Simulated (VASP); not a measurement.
A run of VASP 6.6.1 is set up as follows.

INCAR

```
ALGO = Normal
EDIFF = 1E-7
ENCUT = 520
GGA = PE
ISIF = 2
ISMEAR = -1
LASPH = True
LCHARG = False
LREAL = False
LWAVE = False
NBANDS = 23
NELM = 80
PREC = Accurate
SIGMA = 0.05
```

The input KPOINTS:

```
k-points
0
Gamma
  6 5 5
```

Contents of POSCAR:

```
SrMg6Si
1.0
    4.9090180000      0.0000000000      0.0000000000
    0.0000000000      3.0255640000      6.7609190000
    0.0000000000     -3.0255640000      6.7609190000
Sr Si Mg
1 1 6
Direct
    0.5000000000      0.6976320000      0.6976320000
    0.5000000000      0.1152540000      0.1152540000
    0.0000000000      0.8627890000      0.8627890000
    0.0000000000      0.2997230000      0.2997230000
    0.0000000000      0.3209160000      0.8300400000
    0.0000000000      0.8300400000      0.3209160000
    0.5000000000      0.1921360000      0.6815040000
    0.5000000000      0.6815040000      0.1921360000
```

Potentials or basis: VASP PAW PBE potentials, release 64 (Sr_sv, Si, Mg).

Launch:

```sh
$ cat potpaw_PBE.64/Sr_sv/POTCAR potpaw_PBE.64/Si/POTCAR potpaw_PBE.64/Mg/POTCAR > POTCAR
$ mpirun -np 1 vasp_std > vasp.out
```

Question: Predict the largest force.

Answer: 0.082 eV/Å.

Question: Estimate the band gap on the k mesh.

Answer: None (metal or under the smearing width).

Question: What does it give for the pressure?

Answer: 0.1 GPa.

Stress tensor (GPa, compression positive):
```
-0.08  0.00  0.00
 0.00  0.04  0.00
 0.00  0.00  0.22
```
